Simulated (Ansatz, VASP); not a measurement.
**Two plane-wave programs on Y2CN**

```xyz
4
Lattice="3.5642 0.0000 0.0000 -1.7821 3.0867 0.0000 0.0000 0.0000 5.6619" Properties=species:S:1:pos:R:3 pbc="T T T"
Y     0.0000    2.0578    4.2480
Y     1.7821    1.0289    1.4139
C     0.0000    0.0000    2.8309
N     0.0000    0.0000    0.0000
```

Alike in both runs: task relaxation of cell and atoms; functional PBE; k mesh 15 × 15 × 8; occupations gaussian, width 0.1 eV; no spin polarisation.

|  | VASP | Ansatz |
| --- | --- | --- |
| version | VASP 6.6.1 | Ansatz 0.2.0 |
| potentials or method | VASP PAW PBE potentials, release 64 (Y_sv, C, N) | scalar-relativistic, plane waves, PAW |
| plane-wave cutoff (eV) | 600 | 420 |
| valence electrons in the cell | 31 | 31 |

Ansatz gave:

| Quantity | Value |
| --- | --- |
| gap on the k mesh at the Fermi level, each at its own relaxed structure (eV) | none |
| relaxed volume (Å³/atom) | 15.57 |
| relaxed cell length with the largest relative difference (Å) | 3.566 |

**Question.** Estimate VASP's values.

**Answer.** gap on the k mesh at the Fermi level, each at its own relaxed structure (eV): none; relaxed volume (Å³/atom): 15.54; relaxed cell length with the largest relative difference (Å): 3.563.

A gap of «none» marks a metal or a gap that the smearing closes.
